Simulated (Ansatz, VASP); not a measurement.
**Fe (Fe(111)): VASP beside Ansatz**

One calculation is typed for both programs; each brings its own data sets and cutoff. How far apart do they land? The structure shown is the end of the Ansatz relaxation below.

Calculated with Ansatz 0.2.0; plane waves, with VASP 6.6.1 beside it; single point at PBE.

## 1. The structure

The cell holds 14 atoms: 14 Fe. Its edges and angles: a = 4.059 Å, b = 4.059 Å, c = 26.770 Å, α = 90.0°, β = 90.0°, γ = 120.0°. Vacuum lies along c.

Structure file:

```cif
data_structure
_symmetry_space_group_name_H-M 'P 1'
_symmetry_Int_Tables_number 1
_cell_length_a 4.0588
_cell_length_b 4.0588
_cell_length_c 26.7705
_cell_angle_alpha 90.000
_cell_angle_beta 90.000
_cell_angle_gamma 120.000
_cell_volume 381.93
loop_
_atom_site_label
_atom_site_type_symbol
_atom_site_fract_x
_atom_site_fract_y
_atom_site_fract_z
_atom_site_occupancy
Fe1 Fe 0.66667 0.33333 0.30735 1
Fe2 Fe 0.00000 0.00000 0.33539 1
Fe3 Fe 0.33333 0.66667 0.35994 1
Fe4 Fe 0.66667 0.33333 0.39393 1
Fe5 Fe 0.00000 0.00000 0.42456 1
Fe6 Fe 0.33333 0.66667 0.45446 1
Fe7 Fe 0.66667 0.33333 0.48453 1
Fe8 Fe 0.00000 0.00000 0.51547 1
Fe9 Fe 0.33333 0.66667 0.54554 1
Fe10 Fe 0.66667 0.33333 0.57544 1
Fe11 Fe 0.00000 0.00000 0.60607 1
Fe12 Fe 0.33333 0.66667 0.64006 1
Fe13 Fe 0.66667 0.33333 0.66461 1
Fe14 Fe 0.00000 0.00000 0.69265 1
```

## 2. Ansatz: relaxation, PBE

Ansatz runs on its default PAW (the set named soft_2) files.

This run makes the geometry at which the two programs are then compared.

Input file input.yaml:

```yaml
crystal:
  lattice:
    - [4.058792924, 0.0, 0.0]
    - [-2.029396462, 3.5150177809, 0.0]
    - [0.0, 0.0, 26.7704692717]
  atoms:
    - { symbol: Fe, position: [0.6666666667, 0.3333333333, 0.2988367488], spin: 2.5 }
    - { symbol: Fe, position: [0.0, 0.0, 0.3297849413], spin: 2.5 }
    - { symbol: Fe, position: [0.3333333333, 0.6666666667, 0.3607331338], spin: 2.5 }
    - { symbol: Fe, position: [0.6666666667, 0.3333333333, 0.3916813263], spin: 2.5 }
    - { symbol: Fe, position: [0.0, 0.0, 0.4226295188], spin: 2.5 }
    - { symbol: Fe, position: [0.3333333333, 0.6666666667, 0.4535777113], spin: 2.5 }
    - { symbol: Fe, position: [0.6666666667, 0.3333333333, 0.4845259038], spin: 2.5 }
    - { symbol: Fe, position: [0.0, 0.0, 0.5154740962], spin: 2.5 }
    - { symbol: Fe, position: [0.3333333333, 0.6666666667, 0.5464222887], spin: 2.5 }
    - { symbol: Fe, position: [0.6666666667, 0.3333333333, 0.5773704812], spin: 2.5 }
    - { symbol: Fe, position: [0.0, 0.0, 0.6083186737], spin: 2.5 }
    - { symbol: Fe, position: [0.3333333333, 0.6666666667, 0.6392668662], spin: 2.5 }
    - { symbol: Fe, position: [0.6666666667, 0.3333333333, 0.6702150587], spin: 2.5 }
    - { symbol: Fe, position: [0.0, 0.0, 0.7011632512], spin: 2.5 }
magnetization:
  spin_polarized: true
hamiltonian:
  xc: pbe
kpoints:
  mp_grid: { grid: [12, 12, 1] }
scf:
  occupations: { method: methfessel_paxton, width: 0.1 }
  convergence: { dr2_threshold: 1.0e-09 }
efield:
  axis: 3
  dipole_correction: true
relax:
  f_tol: 0.01
  max_steps: 40
  constraints: [{ sites: [6, 7] }]
output:
  write_potential: true
  write_density: true
  volumetric_format: npy
  elf: true
```

Launch:

```
$ ansatz run input.yaml --threads 4 --pin off --max-ram 16384MiB --backend cpu --events-out ev --progress --plain --runs-dir out
```

Numbers of over 12 decimals in the logs are rounded to 6 here.

Output:

```text
Engine: ansatz 0.2.0, aarch64-unknown-linux-gnu
Pseudopotentials: kind: paw
Pseudopotential: Fe, paw, valence charge 16, recommended cutoff 420 eV (normal), Fe.paw.azcp
Functional definition: PBE
  parameter kappa = 0.804
  parameter beta = 0.066725
  exchange = pbe_x(kappa = kappa, mu = beta*pi^2/3)
  correlation = pbe_c(beta = beta)
Crystal: 14 atoms, lattice volume = 381.927 Å³
Basis set: ecut = 420 eV, 7445 PW (Γ), exchange–correlation on 60×60×360 points (8 copies of the dense FFT grid, shifted against one another)
Bands: 156, of which v1, the nominal top of the filled ones, is band 112 counted from 1 (111 counted from 0)
Symmetry: 6 space group operations
k-points: 19 of 144 (time reversal used)
Non-local potential: Fe, projectors of the file, l = 0: 3, l = 1: 2, l = 2: 3, l = 3: 1
PAW form: soft (Blöchl's): semilocal exchange-correlation on the pseudo side does not see the compensation charge
PAW one-centre angular grid: Fe, 590 points (default); XC on 64 Gauss nodes
Initial density: superposition of atomic densities (neutral atoms: chi_scale 0, normalization atom)
Starting moments: Σ|m| = 35 μB on 14 of 14 sites
Initial wavefunctions: pseudopotential atomic-orbital guess
Functional: x = pbe(κ = 0.804, μ = 0.219515), c = pbe(β = 0.066725)
SCF iter   1: F=—  HF=-62720.036857 eV  |F-HF|=—  |Δ(HF+E_count)|=         —  Δρ=4.87e-2 (↑2.08e-2 ↓4.87e-2)  dr2=4.22e1  dr2_m=1.75e0  M=33.541 μB ∫|m|=34.000 μB  β_m=1.00  ethr=3.10e-3  p=0.000 e·Å  D=1.66e-15 V/Å  ΔV_dip=-0.00 eV  dr2_dipole=1.24e-7  V_vac-E_F(+/−)=7.65/7.65 eV  ⟨swp⟩=8.2  Hψ=27250  notcnv=0  defer=384
Mixer restart at iter 1: flushing history
efield: sawtooth ramp at fractional position 0.9500 (placed from the atoms, in the widest stretch of the axis that holds none; the zero of the levels goes with the place), width 0.1000; the density the first Hamiltonian is built on has a dipole p = 0.000 e·Å; the dipole correction subtracts the counter field D = 1.66e-15 V/Å, which shifts the + side's vacuum level by -0.00 eV against the − side's; the planar-averaged density in the ramp window peaks in size at 7.6e-6 e/Å³
preconditioner: auto → LDOS  [metal: Δε(μ)=0.004 eV  Ē_g=6.640 eV  σ=0.100 eV  W_gap=0.02  n_scr=110 (ndim 8)  ℏωp=20.1 eV  f_vac=0.501  D(μ)=16.26/eV (n_scr^D=136)]
spin=Collinear: LDOS preconditioning applied to the charge; magnetization (m = ρ↑ − ρ↓) channel mixes plain (no charge-response kernel on spin).
SCF iter   2: F=—  HF=-62714.462632 eV  |F-HF|=—  |Δ(HF+E_count)|=    5.57e0  Δρ=1.44e-2 (↑1.44e-2 ↓1.15e-2)  dr2=5.03e0  dr2_m=2.91e-1  M=33.740 μB ∫|m|=34.971 μB  β_m=0.34  ethr=3.10e-3  p=-0.000 e·Å  D=-2.69e-5 V/Å  ΔV_dip=0.00 eV  dr2_dipole=2.24e-7  V_vac-E_F(+/−)=5.45/5.45 eV  ⟨swp⟩=3.1  Hψ=11012  notcnv=0  defer=759
density mixer auto → msr1: a metal under ldos (density of states about μ 2.92 of a free-electron gas's, 110 screened modes)
SCF iter   3: F=—  HF=-62718.032384 eV  |F-HF|=—  |Δ(HF+E_count)|=    3.57e0  Δρ=6.87e-3 (↑6.87e-3 ↓5.46e-3)  dr2=3.13e-1  dr2_m=7.10e-2  M=33.604 μB ∫|m|=35.093 μB  β_m=0.43  ethr=2.25e-3  p=-0.000 e·Å  D=-2.65e-5 V/Å  ΔV_dip=0.00 eV  dr2_dipole=2.77e-7  V_vac-E_F(+/−)=4.40/4.40 eV  ⟨swp⟩=2.3  Hψ=7929  notcnv=0  defer=764
SCF iter   4: F=—  HF=-62720.658716 eV  |F-HF|=—  |Δ(HF+E_count)|=    2.63e0  Δρ=4.72e-3 (↑4.72e-3 ↓3.22e-3)  dr2=1.49e-1  dr2_m=4.08e-2  M=33.759 μB ∫|m|=35.371 μB  β_m=0.69  ethr=1.40e-4  p=-0.000 e·Å  D=-2.36e-5 V/Å  ΔV_dip=0.00 eV  dr2_dipole=1.75e-7  V_vac-E_F(+/−)=3.87/3.87 eV  ⟨swp⟩=3.1  Hψ=12494  notcnv=0  defer=756
SCF iter   5: F=—  HF=-62721.602582 eV  |F-HF|=—  |Δ(HF+E_count)|=         —  Δρ=8.06e-3 (↑8.06e-3 ↓4.79e-3)  dr2=1.98e-1  dr2_m=1.28e-1  M=34.668 μB ∫|m|=36.295 μB  β_m=0.69  ethr=6.66e-5  p=-0.000 e·Å  D=-1.06e-5 V/Å  ΔV_dip=0.00 eV  dr2_dipole=2.14e-9  V_vac-E_F(+/−)=3.89/3.89 eV  ⟨swp⟩=2.6  Hψ=10848  notcnv=0  defer=763
SCF iter   6: F=—  HF=-62721.619134 eV  |F-HF|=—  |Δ(HF+E_count)|=   1.66e-2  Δρ=2.74e-3 (↑2.74e-3 ↓2.06e-3)  dr2=5.68e-2  dr2_m=6.29e-3  M=34.629 μB ∫|m|=36.312 μB  β_m=0.66  ethr=6.66e-5  p=-0.000 e·Å  D=-4.33e-6 V/Å  ΔV_dip=0.00 eV  dr2_dipole=5.12e-9  V_vac-E_F(+/−)=3.80/3.80 eV  ⟨swp⟩=2.1  Hψ=10365  notcnv=0  defer=763
SCF iter   7: F=—  HF=-62721.626952 eV  |F-HF|=—  |Δ(HF+E_count)|=   7.82e-3  Δρ=1.95e-3 (↑1.95e-3 ↓7.81e-4)  dr2=1.21e-2  dr2_m=4.23e-3  M=34.618 μB ∫|m|=36.316 μB  β_m=0.58  ethr=2.54e-5  p=-0.000 e·Å  D=-2.71e-6 V/Å  ΔV_dip=0.00 eV  dr2_dipole=1.98e-9  V_vac-E_F(+/−)=3.76/3.76 eV  ⟨swp⟩=2.3  Hψ=10608  notcnv=0  defer=762
SCF iter   8: F=—  HF=-62721.622687 eV  |F-HF|=—  |Δ(HF+E_count)|=   4.27e-3  Δρ=4.52e-4 (↑4.52e-4 ↓3.76e-4)  dr2=7.05e-4  dr2_m=5.23e-4  M=34.621 μB ∫|m|=36.321 μB  β_m=0.79  ethr=5.39e-6  p=-0.000 e·Å  D=-1.84e-6 V/Å  ΔV_dip=0.00 eV  dr2_dipole=1.83e-10  V_vac-E_F(+/−)=3.77/3.77 eV  ⟨swp⟩=2.3  Hψ=9141  notcnv=0  defer=763
[...]
E_nonlocal   = 3083.341660
  E_hartree    = 248321.063362
  E_xc         = -1639.375852
  E_vxc        = -2110.083184  (∫ρ·V_xc dr)
  E_paw        = -19144.537080  (= ΣΔE_a)
  E_vpaw       = -4211.259699  (= ΣTr[D̂ρ^β])
  E_aug_tail   = 0.011382  (compensation charges beyond the density's cutoff)
  E_efield     = 0.000000  (sawtooth field / dipole correction)
  E_vefield    = -0.000000  (∫n·V_field dr)
  E_ewald      = 205915.256771
  E_smearing   = 0.000624  (= −TS)
  E_closure    = 0.000000  (closes the sum)
  Σ components = -62721.886875   (vs F -62721.886875, Δ=0.00e0)
--- Forces (eV/Å), atoms counted from 1 ---
  atom   1  Fe     0.00000000     0.00000000     0.00089574
  atom   2  Fe     0.00000000    -0.00000000    -0.00382854
  atom   3  Fe     0.00000000    -0.00000000    -0.00504590
  atom   4  Fe     0.00000000    -0.00000000     0.00714190
  atom   5  Fe     0.00000000     0.00000000     0.00051969
  atom   6  Fe     0.00000000    -0.00000000     0.00024652
  atom   7  Fe    -0.00000000     0.00000000     0.07303894
  atom   8  Fe    -0.00000000    -0.00000000    -0.07304161
  atom   9  Fe     0.00000000     0.00000000    -0.00024796
  atom  10  Fe    -0.00000000    -0.00000000    -0.00052015
  atom  11  Fe     0.00000000     0.00000000    -0.00714129
  atom  12  Fe     0.00000000     0.00000000     0.00504731
  atom  13  Fe     0.00000000     0.00000000     0.00383041
  atom  14  Fe     0.00000000    -0.00000000    -0.00089472
  max |Σ_I F_I| component: 3.44e-7 eV/Å
--- Band table (eV; the first three rows and the last of 38) ---
  k-point 0 ↑: bands = [... 108 lower, 4.4370, 4.4582, 4.4582, 4.6027, 4.6027, 4.6168, 4.6692, 4.6748, ... 40 higher]
  k-point 1 ↑: bands = [... 108 lower, 4.4561, 4.4730, 4.5049, 4.6007, 4.6084, 4.6148, 4.6711, 4.6718, ... 40 higher]
  k-point 2 ↑: bands = [... 108 lower, 4.4486, 4.4826, 4.5402, 4.5883, 4.5896, 4.6048, 4.6194, 4.6542, ... 40 higher]
  k-point 18 ↓: bands = [... 108 lower, 6.8115, 6.8115, 6.8753, 6.9133, 6.9133, 7.0906, 7.0906, 7.1097, ... 40 higher]
--- Relaxed structure (5 steps of the walk, 5 accepted, 0 SCFs on fresh bases) ---
  F+E_penalty+E_count = -62721.88687508 eV   max|allowed force component| = 7.142e-3 eV/Å
  atoms:
    - { symbol: Fe, position: [0.666667, 0.333333, 0.307346] }
    - { symbol: Fe, position: [-5.532233779435264e-17, 7.930164461492859e-18, 0.335388] }
    - { symbol: Fe, position: [0.333333, 0.666667, 0.359938] }
    - { symbol: Fe, position: [0.666667, 0.333333, 0.393931] }
    - { symbol: Fe, position: [-5.5322337794352634e-17, 7.93016446149287e-18, 0.424560] }
    - { symbol: Fe, position: [0.333333, 0.666667, 0.454459] }
    - { symbol: Fe, position: [0.666667, 0.333333, 0.484526] }
    - { symbol: Fe, position: [-5.532233779435264e-17, 7.93016446149286e-18, 0.515474] }
    - { symbol: Fe, position: [0.333333, 0.666667, 0.545541] }
    - { symbol: Fe, position: [0.666667, 0.333333, 0.575440] }
    - { symbol: Fe, position: [-5.532233779435264e-17, 7.930164461492867e-18, 0.606069] }
    - { symbol: Fe, position: [0.333333, 0.666667, 0.640062] }
    - { symbol: Fe, position: [0.666667, 0.333333, 0.664612] }
    - { symbol: Fe, position: [-5.532233779435264e-17, 7.930164461492863e-18, 0.692654] }
```

(Continued in part 2 of 2.)

[Lines on the potential files, build, host, timing and source positions are cut from VASP's logs without a mark.]

[Logs are printed without paths, hosts, clocks, repeated set-up lines and the standing remarks that a program may print on its own settings, such as how far it seeks lower states.]

[Hosts, paths, dates, database ids (printed as entryN), source tags and the programs' standing remarks are cut or masked in the printed files.]
